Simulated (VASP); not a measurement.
All values below come from r2SCAN meta-GGA, VASP's PBE PAW potentials (set 64) (plane waves; VASP).

VASP ran on this input.

**KPOINTS**
```
Automatic mesh
0
Gamma
12 12 12
0 0 0
```

File POSCAR:
```
FeAl
1
    2.8418349665    -0.0000000000    -0.0000000000
   -0.0000000000     2.8418349665    -0.0000000000
    0.0000000000     0.0000000000     2.8418349665
Al Fe
1 1
Direct
  0.5000000000   0.5000000000   0.5000000000
  0.0000000000   0.0000000000   0.0000000000
```

**INCAR**
```
SYSTEM  =  FeAl
PREC  =  Accurate; ENCUT  =  480; LREAL  =  .FALSE.
LASPH  =  .TRUE.
EDIFF  =  1E-6; NELM  =  100; ALGO  =  Normal
LMAXMIX  =  4; LMIXTAU  =  .TRUE.
ISMEAR  =  1; SIGMA  =  0.1
METAGGA  =  R2SCAN
IBRION  =  2; NSW  =  60; ISIF  =  3
EDIFFG  =  -0.01
LWAVE  =  .FALSE.; LCHARG  =  .FALSE.
```

POTCAR, in this order: Al Fe (PBE.64 set). Program: vasp_std.

The resulting files:

### OSZICAR
```
       N       E                     dE             d eps       ncg     rms          rms(c)
DAV:   1     0.225180149127E+02    0.22518E+02   -0.50225E+03  1520   0.121E+03
DAV:   2    -0.235240877349E+02   -0.46042E+02   -0.44400E+02  1522   0.185E+02
DAV:   3    -0.247617156565E+02   -0.12376E+01   -0.12136E+01  1815   0.414E+01
DAV:   4    -0.247880975368E+02   -0.26382E-01   -0.26260E-01  2054   0.533E+00
DAV:   5    -0.247885456033E+02   -0.44807E-03   -0.44802E-03  1818   0.569E-01    0.161E+01
DAV:   6    -0.254868258111E+02   -0.69828E+00   -0.85095E+01  1700   0.157E+02    0.188E+01
DAV:   7    -0.212805859884E+02    0.42062E+01   -0.38817E+01  1708   0.876E+01    0.282E+00
DAV:   8    -0.212953989063E+02   -0.14813E-01   -0.18791E-01  1560   0.440E+00    0.210E+00
DAV:   9    -0.212914289246E+02    0.39700E-02   -0.21264E-01  1762   0.845E+00    0.775E-01
DAV:  10    -0.212843718392E+02    0.70571E-02   -0.70438E-02  1703   0.482E+00    0.177E-01
DAV:  11    -0.212859509484E+02   -0.15791E-02   -0.73392E-03  1605   0.156E+00    0.127E-01
DAV:  12    -0.212860532914E+02   -0.10234E-03   -0.70808E-04  1643   0.465E-01    0.271E-02
DAV:  13    -0.212860750677E+02   -0.21776E-04   -0.85975E-05  2120   0.136E-01    0.139E-02
DAV:  14    -0.212860772828E+02   -0.22151E-05   -0.13577E-05  1758   0.578E-02    0.484E-03
DAV:  15    -0.212860756773E+02    0.16055E-05   -0.68279E-07   782   0.115E-02    0.181E-03
DAV:  16    -0.212860752824E+02    0.39485E-06   -0.89044E-08   779   0.516E-03
   1 F= -.21286075E+02 E0= -.21285972E+02  d E =-.212861E+02
       N       E                     dE             d eps       ncg     rms          rms(c)
DAV:   1    -0.212866212596E+02   -0.54558E-03   -0.10373E-02  1579   0.202E+00    0.215E-01
DAV:   2    -0.212869618220E+02   -0.34056E-03   -0.18605E-02  1781   0.221E+00    0.240E-01
DAV:   3    -0.212860703656E+02    0.89146E-03   -0.63200E-03  1772   0.130E+00    0.230E-02
DAV:   4    -0.212860625474E+02    0.78182E-05   -0.23635E-05  1556   0.494E-02    0.860E-03
DAV:   5    -0.212860609502E+02    0.15972E-05   -0.99613E-06  1587   0.511E-02    0.321E-03
DAV:   6    -0.212860605432E+02    0.40704E-06   -0.52824E-06  1453   0.422E-02
   2 F= -.21286061E+02 E0= -.21285958E+02  d E =0.147392E-04
```

**OUTCAR**
```
------------------------ aborting loop because EDIFF is reached ----------------------------------------
  FORCE on cell =-STRESS in cart. coord.  units (eV):
  Direction    XX          YY          ZZ          XY          YZ          ZX
  --------------------------------------------------------------------------------------
  Total        0.0076215      0.0076215      0.0076215     -0.0000000     -0.0000000      0.0000000
  in kB        0.5331421      0.5331421      0.5331421     -0.0000000     -0.0000000      0.0000000
  external PRESSURE =       0.5331421 kB  Pullay stress =       0.0000000 kB
  volume of cell :       22.90
      direct lattice vectors                 reciprocal lattice vectors
     2.839903583  0.000000000  0.000000000     0.352124631  0.000000000 -0.000000000
    -0.000000000  2.839903583 -0.000000000    -0.000000000  0.352124631  0.000000000
     0.000000000 -0.000000000  2.839903583    -0.000000000  0.000000000  0.352124631
 POSITION                                       TOTAL-FORCE (eV/Angst)
 -----------------------------------------------------------------------------------
      1.41995      1.41995      1.41995        -0.000000     -0.000000      0.000000
      0.00000      0.00000      0.00000         0.000000      0.000000      0.000000
 -----------------------------------------------------------------------------------
    total drift:                               -0.000000      0.000000      0.000000
  FREE ENERGIE OF THE ION-ELECTRON SYSTEM (eV)
  ---------------------------------------------------
  free  energy   TOTEN  =       -21.2860605432 eV

  energy  without entropy=      -21.2857522222  energy(sigma->0) =      -21.28595777

 reached required accuracy - stopping structural energy minimisation
```
(Selected blocks of OUTCAR.)

**CONTCAR**
```
FeAl
   1.00000000000000
     2.8399035829950572    0.0000000000000000    0.0000000000000000
    -0.0000000000000000    2.8399035829950572   -0.0000000000000000
     0.0000000000000000   -0.0000000000000000    2.8399035829950572
  Al              Fe
     1     1
Direct
     0.5000000000000000    0.5000000000000000    0.5000000000000000
     0.0000000000000000    0.0000000000000000    0.0000000000000000
```

The compound is FeAl in the CsCl type structure. This run relaxes it. Symmetry was kept, so distortions that lower it aren't found. The start is the result of an earlier pass. The run is not spin-polarised, so no magnetic state was tried. The electron count is odd and the run is not spin-polarised, which forces a metal.
